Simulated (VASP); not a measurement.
Computed with r2SCAN meta-GGA, VASP's PBE PAW potentials (set 64) (plane waves; VASP).

A VASP calculation is set up with these files.

**KPOINTS**
```
Automatic mesh
0
gamma
 12 12 12
0 0 0
```

**POSCAR**
```
Se
1
    2.8105600000     0.0000000000     0.0000000000
    0.0000000000     2.8105600000     0.0000000000
    0.0000000000     0.0000000000     2.8105600000
Se
1
Direct
  0.0000000000   0.0000000000   0.0000000000
```

INCAR:
```
ISMEAR=1
LCHARG=.False.
PREC=Accurate
NSW=60   # most ionic steps
NELM=100   # most electronic steps
ALGO=Normal   # blocked Davidson
LMAXMIX=4
LMIXTAU=.True.
ISIF=3
EDIFF=1E-6   # SCF stop (eV)
LREAL=.False.   # projection in real space or not
EDIFFG=-0.01
ENCUT=400
SIGMA=0.1
LWAVE=.False.
LASPH=.True.
METAGGA=R2SCAN
SYSTEM=Se
IBRION=2   # conjugate gradients
```

POTCAR, in this order: Se (PBE.64 set). Program: vasp_std.

Task: Predict the energy per atom (σ→0), volume per atom, band gap (on the k-mesh).

Result: 
```
Item                                                         Value
------------------------  ----------------------------------------
energy per atom (σ→0)                              -14.050 eV/atom
band gap (on the k-mesh)  none (metal, semimetal or under 0.01 eV)
volume per atom                                     22.28 Å^3/atom
```

OSZICAR:
```
...
   2 F= -.14050411E+02 E0= -.14050226E+02  d E =-.475839E-04
       N       E                     dE             d eps       ncg     rms          rms(c)
DAV:   1    -0.140504702897E+02   -0.58262E-04   -0.18154E-03  1204   0.289E-01    0.450E-02
DAV:   2    -0.140504444224E+02    0.25867E-04   -0.42226E-05  1302   0.514E-02    0.228E-02
DAV:   3    -0.140504345405E+02    0.98820E-05   -0.33899E-05  1197   0.441E-02    0.572E-03
DAV:   4    -0.140504377176E+02   -0.31771E-05   -0.86158E-07  1127   0.985E-03    0.504E-03
DAV:   5    -0.140504370507E+02    0.66692E-06   -0.11931E-06  1204   0.130E-02
   3 F= -.14050437E+02 E0= -.14050253E+02  d E =-.734161E-04
```

The structure comes from a computed database's Se entry (Pm-3m); how it stands against other phases isn't given here. This run relaxes it. Symmetry was kept, so distortions that lower it aren't found.
